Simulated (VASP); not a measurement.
Energy against volume of GaN (wurtzite). All values below come from revTPSS meta-GGA, VASP's PBE PAW potentials (set 64) (plane waves; VASP 6.6.1). Numerical set-up: 520 eV cut-off, 8×8×4 Γ-centred mesh, Gaussian smearing of 0.050 eV, potentials Ga_d N.

Shape and ions are relaxed at each volume.

```csv
V (Å³/atom),E (eV/atom)
11.186,-3.89772
11.532,-3.90505
11.878,-3.89993
12.224,-3.88438
```

Fit these four points and predict the energy of the run at 10.841 Å³/atom.

A cubic in V^(−2/3), the third-order Birch-Murnaghan form, passes through the four points with V0 = 11.55 Å³/atom and B0 = 190 GPa, and gives -3.8756 eV/atom there. The run gave -3.8756 eV/atom, -0.1 meV/atom from the fit; all five points give B0 = 190 GPa.

The compound is GaN in the wurtzite structure. It was relaxed first.
